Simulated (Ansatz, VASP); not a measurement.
# Cross-check of BN (Qingsongite) between VASP and Ansatz, part 2 of 2

One calculation is typed for both programs; each brings its own data sets. How far apart do they land? The cell is taken from a series of runs on this material, whose earlier steps may have relaxed, scaled, displaced or heated it; both programs get it as it stands.

VASP 6.6.1 and Ansatz 0.2.0.

So far: The structure; VASP: G0W0 gap, PBE.

## 3. Ansatz: G0W0 gap, PBE

Level of this step: Ansatz beside VASP: Kohn-Sham DFT, plane waves, PBE (Ansatz).

Ansatz runs on its PAW soft_1 files.

The same cell, functional and mesh now go to Ansatz, which takes its cutoff from its data sets.

Contents of input.yaml:

```yaml
crystal:
  lattice:
    - [0.0, 1.8029996702, 1.8029996702]
    - [1.8029996702, 0.0, 1.8029996702]
    - [1.8029996702, 1.8029996702, 0.0]
  atoms:
    - { symbol: B, position: [0.0, 0.0, 0.0] }
    - { symbol: "N", position: [0.25, 0.25, 0.25] }
kpoints:
  mp_grid: { grid: [8, 8, 8] }
hamiltonian:
  xc: pbe
  pseudopotentials: { kind: paw, azcp: { folder: soft_1 } }
scf:
  occupations: { method: fixed }
gw:
  n_empty_bands: 34
  ecut_chi: 120
  qp_bands: [v2, c2]
  qp_kpoints: band_edges
  screening: { model: contour_deformation }
```

On the command line:

```bash
ansatz run input.yaml --threads 3 --pin off --max-ram 92160MiB --backend cuda --events-out ev --progress --plain --runs-dir out --devices 1 --max-vram 13GiB
```

Numbers of over 12 decimals in the logs are rounded to 6 here.

The program printed:

```text
GPUs: using 1 of 1 available (devices: 1).
Engine: ansatz 0.2.0, x86_64-unknown-linux-gnu
Pseudopotentials: kind: paw
Pseudopotential: B, paw, valence charge 3, recommended cutoff 420 eV (normal), soft_1/B.paw.azcp
Pseudopotential: N, paw, valence charge 5, recommended cutoff 420 eV (normal), soft_1/N.paw.azcp
Functional definition: PBE
  parameter kappa = 0.804
  parameter beta = 0.066725
  exchange = pbe_x(kappa = kappa, mu = beta*pi^2/3)
  correlation = pbe_c(beta = beta)
device memory: the entry about to start is reckoned to put 0.4 GiB on a device that reports 34.9 GiB free (of which the cap on the GPU budget leaves the run 13.0 GiB)
GPU FFT provider: cuFFT
GPU libraries: cuBLAS 13.8.2, cuFFT 12.4.0, cuSOLVER 12.3.4
Crystal: 2 atoms, lattice volume = 11.722 Å³
Basis set: ecut = 420 eV, 259 PW (Γ)
Bands: 8, of which v1, the nominal top of the filled ones, is band 4 counted from 1 (3 counted from 0)
Symmetry: 24 space group operations
Space group: F-43m (ITA 216), of the structure as read, at distance tolerance 2.3e-5 Å
k-points: 29 of 512 (time reversal used)
Non-local potential: B, projectors of the file, l = 0: 2, l = 1: 2, l = 2: 1
Non-local potential: N, projectors of the file, l = 0: 2, l = 1: 2, l = 2: 1
PAW form: soft (Blöchl's): semilocal exchange-correlation on the pseudo side does not see the compensation charge
PAW one-centre angular grid: B, 110 points (default); XC on 64 Gauss nodes
PAW one-centre angular grid: N, 110 points (default); XC on 64 Gauss nodes
Initial density: superposition of atomic densities (chi_scale 0.1, normalization cell, long waves kept (reshape's long-wave potential 0.00 eV rms))
Initial wavefunctions: pseudopotential atomic-orbital guess
GPU buffer pool allocated for 5832 grid points (all kernels)
GPU transforms: local potential and band sums: pruned to the plane-wave sphere, on 18×18×18
Functional: x = pbe(κ = 0.804, μ = 0.219515), c = pbe(β = 0.066725)
SCF iter   1: F=—  HF=-542.940696 eV  |F-HF|=—  |Δ(HF+E_count)|=         —  Δρ=1.47e-1  dr2=2.05e0  ethr=3.10e-3  ⟨swp⟩=4.0  Hψ=1375  notcnv=0  defer=46
preconditioner: auto → none  [insulator: Δε(μ)=5.755 eV  Ē_g=20.436 eV  n_scr=0 (ndim 8)  ℏωp=30.7 eV  f_vac=0.000  ε∞_Penn≈3.3]
SCF iter   2: F=—  HF=-542.331567 eV  |F-HF|=—  |Δ(HF+E_count)|=   6.09e-1  Δρ=6.44e-2  dr2=2.65e-1  ethr=3.10e-3  ⟨swp⟩=2.0  Hψ=679  notcnv=0  defer=9
SCF iter   3: F=—  HF=-542.279826 eV  |F-HF|=—  |Δ(HF+E_count)|=   5.17e-2  Δρ=2.32e-2  dr2=3.78e-2  ethr=3.10e-3  ⟨swp⟩=3.0  Hψ=383  notcnv=0  defer=47
SCF iter   4: F=—  HF=-542.276516 eV  |F-HF|=—  |Δ(HF+E_count)|=   3.31e-3  Δρ=3.01e-3  dr2=3.73e-4  ethr=4.72e-4  ⟨swp⟩=3.0  Hψ=413  notcnv=0  defer=51
SCF iter   5: F=—  HF=-542.276658 eV  |F-HF|=—  |Δ(HF+E_count)|=   1.42e-4  Δρ=2.79e-4  dr2=4.41e-6  ethr=4.66e-6  ⟨swp⟩=3.0  Hψ=382  notcnv=0  defer=52
SCF iter   6: F=-542.276658 eV  HF=-542.276658 eV  |F-HF|=1.94e-8  |Δ(HF+E_count)|=   3.55e-7  Δρ=1.93e-5  dr2=1.03e-8  ethr=1.25e-9  ⟨swp⟩=3.2  Hψ=1217  notcnv=0
SCF 1 converged in 6 iterations: F = -542.276658 eV  dr2 = 1.03e-8
  greatest PAW one-centre occupation: 0.790 electrons in one spin orbital (limit 2), on the N atom at site 1 (counted from 0), in its partial waves of l = 0
device memory: the entry about to start is reckoned to put 0.4 GiB on a device that reports 35.3 GiB free (of which the cap on the GPU budget leaves the run 13.0 GiB)
NSCF: frozen V_eff on 29 k-points, pencils in batches of 32, up to order 32
the band table was solved once the SCF had ended and its energy, with any forces and stress, was formed, with the checks that follow a solve (1689 applications of the Hamiltonian). They found nothing against the state; the energy, forces and stress were not computed again (output.eigenvalues in the input reference)
device memory: the entry about to start is reckoned to put 0.5 GiB on a device that reports 42.2 GiB free (of which the cap on the GPU budget leaves the run 13.0 GiB)
NSCF: frozen V_eff on 29 k-points, pencils in batches of 32, up to order 172
G₀W₀ screening: q 1/29
[... further progress lines ...]
SCF converged after 6 iterations
Free energy (F): -542.276658 eV
Harris-Foulkes:  -542.276658 eV  (|F-HF|=1.94e-8)
Internal energy: -542.276658 eV  (E = F + TS)
E sigma→0 (E₀):  -542.276658 eV
Fermi energy:    11.290214 eV
--- Per-component energies (eV) ---
  E_band       = 27.024516
  E_kinetic    = 184.085797
  E_local      = -158.076213  (includes V_loc(G=0)·N_el)
  E_nonlocal   = 42.206917
  E_hartree    = 48.834147
  E_xc         = -93.334705
  E_vxc        = -115.430256  (∫ρ·V_xc dr)
  E_paw        = -206.714370  (= ΣΔE_a)
  E_vpaw       = -23.430581  (= ΣTr[D̂ρ^β])
  E_aug_tail   = 0.000954  (compensation charges beyond the density's cutoff)
  E_ewald      = -359.279186
  E_smearing   = -0.000000  (= −TS)
  E_closure    = 0.000000  (closes the sum)
  Σ components = -542.276658   (vs F -542.276658, Δ=0.00e0)
--- Band table (eV; the first three rows and the last of 29) ---
  k-point 0: bands = ["-9.0277", "11.2902", "11.2902", "11.2902", "20.1513", "20.1513", "20.1513", "21.7334"]
  k-point 1: bands = ["-8.6461", "9.4057", "10.9074", "10.9074", "20.5332", "20.7260", "20.7260", "22.9144"]
  k-point 2: bands = ["-7.5382", "5.7836", "10.1534", "10.1534", "21.0063", "21.6806", "21.6806", "24.9528"]
  k-point 28: bands = ["-3.0798", "3.6718", "4.2712", "4.7349", "20.9270", "24.6735", "25.8406", "26.0647"]
--- G₀W₀: contour deformation, 6 samples at zero and on the imaginary axis and 2 off it, 512 q-points, 34 empty bands' worth ---
  eigenvalues of the whole cell's RPA ε∞ on this k-mesh (on a slab, of 1 + 4πα/V) = 4.4635, 4.4635, 4.4635; static W/v taken at q = 0 is 0.224040
  bands read: the sum over 38 bands ends inside a degenerate multiplet in 2 slots, whose members it reads at an even weight; the widest, k=3: bands 38 to 39 (counted from 1) at 1/2 each
  gw.qp_kpoints: band_edges: 11 of 29 stored k-points solved, in 1 pass; an edge of the gap read off the rows below is read off those points alone
    valence top: of the k-points left out ik 10 came nearest to being solved in a further pass, in band 4 (counted from 1, as in the quasiparticle table): it holds the edge there only if its correction is more favourable than any solved in that band by at least 1.200 eV; those differ by 0.501 eV
    conduction bottom: of the k-points left out ik 18 came nearest to being solved in a further pass, in band 5 (counted from 1, as in the quasiparticle table): it holds the edge there only if its correction is more favourable than any solved in that band by at least 1.140 eV; those differ by 0.703 eV
    ik  band        ε_KS         Σx   Σc(E_QP)       V_xc       Z   E_QP_lin       E_QP  E_QP is
     0     3     11.2902   -22.8890     2.9335   -19.3157  0.8283    10.6489    10.6505  root
     0     4     11.2902   -22.8890     2.9335   -19.3157  0.8283    10.6489    10.6505  root
     0     5     20.1513    -7.9779    -5.3034   -14.7069  0.8399    21.5865    21.5769  root
     0     6     20.1513    -7.9779    -5.3034   -14.7069  0.8399    21.5865    21.5769  root
     1     3     10.9074   -22.7228     2.9896   -19.0502  0.8276    10.2224    10.2243  root
     1     4     10.9074   -22.7228     2.9896   -19.0502  0.8276    10.2224    10.2243  root
     1     5     20.5332    -8.8021    -5.3272   -15.4801  0.8370    21.8930    21.8840  root
     1     6     20.7260    -8.0825    -5.4313   -14.9887  0.8368    22.2117    22.2009  root
     2     3     10.1534   -22.5823     3.1519   -18.6615  0.8256     9.3820     9.3846  root
     2     4     10.1534   -22.5823     3.1519   -18.6615  0.8256     9.3820     9.3846  root
     2     5     21.0063    -9.4985    -5.4050   -16.1862  0.8342    22.2975    22.2891  root
     2     6     21.6806    -8.0301    -5.6519   -15.2091  0.8324    23.2204    23.2076  root
     3     3      9.5525   -22.5893     3.3111   -18.4419  0.8236     8.7131     8.7163  root
     3     4      9.5525   -22.5893     3.3111   -18.4419  0.8236     8.7131     8.7163  root
     3     5     21.3810    -9.9409    -5.4511   -16.6356  0.8326    22.6326    22.6246  root
     3     6     22.0444    -7.7761    -5.6774   -14.9431  0.8331    23.5464    23.5339  root
     4     3      9.3343   -22.6110     3.3732   -18.3775  0.8229     8.4705     8.4740  root
     4     4      9.3343   -22.6110     3.3732   -18.3775  0.8229     8.4705     8.4740  root
     4     5     21.5207   -10.1059    -5.4642   -16.7999  0.8321    22.7584    22.7505  root
     4     6     22.0475    -7.6567    -5.6411   -14.7550  0.8345    23.5165    23.5047  root
     5     3     10.1700   -22.3864     3.0912   -18.5306  0.8262     9.4029     9.4054  root
     5     4     10.1700   -22.3864     3.0912   -18.5306  0.8262     9.4029     9.4054  root
     5     5     19.4790    -8.1270    -5.1609   -14.5687  0.8423    20.7672    20.7599  root
     5     6     21.6952    -8.4037    -5.6019   -15.5656  0.8317    23.2684    23.2552  root
[...]
20     3      6.3484   -22.2830     4.0238   -17.1183  0.8112     5.1993     5.2076  root
    20     4      6.3484   -22.2830     4.0238   -17.1183  0.8112     5.1993     5.2076  root
    20     5     15.7646    -8.0740    -4.4522   -13.3182  0.8542    16.5588    16.5566  root
    20     6     20.5693    -7.9426    -5.0357   -13.9434  0.8490    21.5384    21.5343  root
    23     3      6.4370   -22.6889     4.1008   -17.4019  0.8101     5.2417     5.2508  root
    23     4      7.8132   -22.0966     3.6198   -17.4607  0.8185     6.7916     6.7971  root
    23     5     20.9169    -8.0140    -5.2604   -14.5075  0.8388    22.1576    22.1500  root
    23     6     22.5360    -8.4744    -5.7971   -15.6376  0.8291    23.9132    23.9020  root
```

## 4. Comparison

Known differences besides the potentials themselves: fixed occupations in Ansatz, narrow Gaussian smearing in VASP; the cutoff is 420 eV in Ansatz and 450 eV in VASP; VASP leaves aspherical gradient terms in its spheres out (LASPH is not set), Ansatz keeps them; Ansatz integrates over frequency by contour deformation, VASP on a grid of NOMEGA points; Ansatz's G0W0 levels solve the quasiparticle equation, VASP's are linearised. Total energies have different zeros and are not compared.

The two programs side by side:

| quantity | Ansatz | VASP | difference |
| --- | --- | --- | --- |
| G0W0 gap on the mesh (eV) | 5.91 | 5.84 | +0.06 |
| Kohn-Sham gap under it (eV) | 4.47 | 4.47 | +0.01 |

## 5. Summary of results

```json
{
  "difference in G0W0 gap on the mesh (G0W0 gap, PBE)": "0.061 eV"
}
```

The difference in G0W0 gap on the mesh is 0.061 eV (G0W0 gap, PBE). Such differences can come from data sets, numerical settings and the points named under the comparisons, not from the functional's error against experiment.

[Lines on the potential files, build, host, timing and source positions are cut from VASP's logs without a mark.]

[Logs are printed without paths, hosts, clocks, repeated set-up lines and the standing remarks that a program may print on its own settings, such as how far it seeks lower states.]

[Hosts, paths, dates, database ids (printed as entryN), source tags and the programs' standing remarks are cut or masked in the printed files.]
